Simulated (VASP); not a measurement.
Output of a VASP run:

File OUTCAR:
```
 ion  position               nearest neighbor table
   1  0.000  0.000  0.000-   2 2.53   2 2.53   2 2.53   2 2.53   2 2.53   2 2.53   2 2.53   2 2.53
  LATTYP: Found a simple cubic cell.
 ALAT       =     2.9228500000
 Subroutine PRICEL returns:
 Original cell was already a primitive cell.
 Subroutine GETGRP returns: Found 48 space group operations
The static configuration has the point symmetry O_h .
The dynamic configuration has the point symmetry O_h .
 Subroutine INISYM returns: Found 48 space group operations
 Subroutine IBZKPT returns following result:
 Found     56 irreducible k-points:

 Following reciprocal coordinates:
            Coordinates               Weight
  0.000000  0.000000  0.000000      1.000000
  0.090909  0.000000  0.000000      6.000000
  0.181818  0.000000  0.000000      6.000000
  0.272727  0.000000  0.000000      6.000000
  0.363636  0.000000  0.000000      6.000000
  0.454545  0.000000  0.000000      6.000000
  0.090909  0.090909  0.000000     12.000000
  0.181818  0.090909  0.000000     24.000000
  0.272727  0.090909  0.000000     24.000000
  0.363636  0.090909  0.000000     24.000000
  0.454545  0.090909  0.000000     24.000000
  0.181818  0.181818  0.000000     12.000000
  0.272727  0.181818  0.000000     24.000000
  0.363636  0.181818  0.000000     24.000000
  0.454545  0.181818  0.000000     24.000000
  0.272727  0.272727  0.000000     12.000000
  0.363636  0.272727  0.000000     24.000000
  0.454545  0.272727  0.000000     24.000000
  0.363636  0.363636  0.000000     12.000000
  0.454545  0.363636  0.000000     24.000000
  0.454545  0.454545  0.000000     12.000000
  0.090909  0.090909  0.090909      8.000000
  0.181818  0.090909  0.090909     24.000000
  0.272727  0.090909  0.090909     24.000000
  0.363636  0.090909  0.090909     24.000000
  0.454545  0.090909  0.090909     24.000000
  0.181818  0.181818  0.090909     24.000000
  0.272727  0.181818  0.090909     48.000000
  0.363636  0.181818  0.090909     48.000000
  0.454545  0.181818  0.090909     48.000000
  0.272727  0.272727  0.090909     24.000000
  0.363636  0.272727  0.090909     48.000000
  0.454545  0.272727  0.090909     48.000000
  0.363636  0.363636  0.090909     24.000000
  0.454545  0.363636  0.090909     48.000000
  0.454545  0.454545  0.090909     24.000000
  0.181818  0.181818  0.181818      8.000000
  0.272727  0.181818  0.181818     24.000000
  0.363636  0.181818  0.181818     24.000000
  0.454545  0.181818  0.181818     24.000000
   k-points           NKPTS =     56   k-points in BZ     NKDIM =     56   number of bands    NBANDS=     12
   number of dos      NEDOS =    301   number of ions     NIONS =      2
   total plane-waves  NPLWV =   5832
   dimension x,y,z NGX =    18 NGY =   18 NGZ =   18
   dimension x,y,z NGXF=    36 NGYF=   36 NGZF=   36
   ions per type =               1   1
   PREC   = accura    normal or accurate (medium, high low for compatibility)
   ISTART =      0    job   : 0-new  1-cont  2-samecut
   ICHARG =      2    charge: 1-file 2-atom 10-const
   ISPIN  =      1    spin polarized calculation?
   LNONCOLLINEAR =      F non collinear calculations
   LSORBIT =      F    spin-orbit coupling
   INIWAV =      1    electr: 0-lowe 1-rand  2-diag
   ENCUT  =  300.0 eV  22.05 Ry    4.70 a.u.   4.13  4.13  4.13*2*pi/ulx,y,z
   NELM   =    100;   NELMIN=  2; NELMDL= -5     # of ELM steps
   EDIFF  = 0.1E-05   stopping-criterion for ELM
   LREAL  =      F    real-space projection
   NLSPLINE    = F    spline interpolate recip. space projectors
   LMAXMIX     =    4 max onsite mixed and CHGCAR
   VOSKOWN=      0    Vosko Wilk Nusair interpolation
   EDIFFG = 0.1E-04   stopping-criterion for IOM
   NSW    =      0    number of steps for IOM
   NBLOCK =      1;   KBLOCK =      1    inner block; outer block
   IBRION =     -1    ionic relax: 0-MD 1-quasi-New 2-CG
   NFREE  =      0    steps in history (QN), initial steepest desc. (CG)
...
```

File OSZICAR:
```
       N       E                     dE             d eps       ncg     rms          rms(c)
DAV:   1     0.628406469551E+02    0.62841E+02   -0.75262E+03  1620   0.862E+02
DAV:   2    -0.137870763476E+02   -0.76628E+02   -0.73533E+02  1496   0.263E+02
DAV:   3    -0.147894022227E+02   -0.10023E+01   -0.99504E+00  1584   0.319E+01
DAV:   4    -0.147978008702E+02   -0.83986E-02   -0.83970E-02  1568   0.279E+00
DAV:   5    -0.147979898331E+02   -0.18896E-03   -0.18896E-03  1608   0.366E-01    0.141E+01
DAV:   6    -0.141860850516E+02    0.61190E+00   -0.33682E+00  1412   0.213E+01    0.269E+00
DAV:   7    -0.141321214084E+02    0.53964E-01   -0.20410E-01  1412   0.540E+00    0.246E+00
DAV:   8    -0.141180103933E+02    0.14111E-01   -0.12858E-02  1460   0.106E+00    0.209E-01
DAV:   9    -0.141179482482E+02    0.62145E-04   -0.16628E-04  1684   0.107E-01    0.141E-01
DAV:  10    -0.141179438589E+02    0.43894E-05   -0.16214E-05  1580   0.495E-02    0.172E-02
DAV:  11    -0.141179427126E+02    0.11463E-05   -0.12085E-06   876   0.146E-02    0.561E-03
DAV:  12    -0.141179423712E+02    0.34136E-06   -0.59644E-08   712   0.268E-03
   1 F= -.14117942E+02 E0= -.14116589E+02  d E =-.270643E-02
```

OUTCAR:
```
------------------------ aborting loop because EDIFF is reached ----------------------------------------
  FORCE on cell =-STRESS in cart. coord.  units (eV):
  Direction    XX          YY          ZZ          XY          YZ          ZX
  --------------------------------------------------------------------------------------
  Total        3.0599627      3.0599627      3.0599627     -0.0000000      0.0000000     -0.0000000
  in kB      196.3392491    196.3392491    196.3392491     -0.0000000      0.0000000     -0.0000000
  external PRESSURE =     196.3392491 kB  Pullay stress =       0.0000000 kB
  volume of cell :       24.97
      direct lattice vectors                 reciprocal lattice vectors
     2.922850000  0.000000000  0.000000000     0.342131823  0.000000000  0.000000000
     0.000000000  2.922850000  0.000000000     0.000000000  0.342131823  0.000000000
     0.000000000  0.000000000  2.922850000     0.000000000  0.000000000  0.342131823
 POSITION                                       TOTAL-FORCE (eV/Angst)
 -----------------------------------------------------------------------------------
      0.00000      0.00000      0.00000         0.000000      0.000000      0.000000
      1.46142      1.46142      1.46142         0.000000      0.000000      0.000000
 -----------------------------------------------------------------------------------
    total drift:                                0.000000     -0.000000      0.000000
  FREE ENERGIE OF THE ION-ELECTRON SYSTEM (eV)
  ---------------------------------------------------
  free  energy   TOTEN  =       -14.1179423712 eV

  energy  without entropy=      -14.1152359444  energy(sigma->0) =      -14.11658916
```
(Selected blocks of OUTCAR.)

File POSCAR:
```
AlRu
1
    2.9228500000     0.0000000000     0.0000000000
    0.0000000000     2.9228500000     0.0000000000
    0.0000000000     0.0000000000     2.9228500000
Al Ru
1 1
Direct
  0.0000000000   0.0000000000   0.0000000000
  0.5000000000   0.5000000000   0.5000000000
```

### Question
Reconstruct the remaining input files.

### Answer
This is not unique; one that fits is the input of the run itself, PBE GGA, plane waves, VASP's PBE PAW potentials (set 64).

KPOINTS:
```
K-points
0
gamma
  11 11 11
```

**INCAR**
```
! general
SYSTEM  = AlRu
PREC    = Accurate
ENCUT   = 300
LREAL   = .FALSE.
LASPH   = .TRUE.

! electronic loop
EDIFF   = 1E-6   ! SCF stop (eV)
NELM    = 100   ! most electronic steps
ALGO    = Normal   ! blocked Davidson
LMAXMIX = 4   ! l cut-off of mixed one-centre charges

! smearing
ISMEAR  = 0   ! Gaussian
SIGMA   = 0.05

! functional
GGA     = PE

! ions
ISIF    = 2

! output
LWAVE   = .FALSE.
LCHARG  = .FALSE.
```

POTCAR, in this order: Al Ru_pv (PBE.64 set). Program: vasp_std.

At this cut-off the stress carries a Pulay error, which pulls relaxed volumes low.

The structure comes from a computed database's AlRu entry; how it stands against other phases isn't given here. The cell was not relaxed at this level, and its volume differs by -5.9 % from the start's. The electron count is odd and the run is not spin-polarised, which forces a metal.
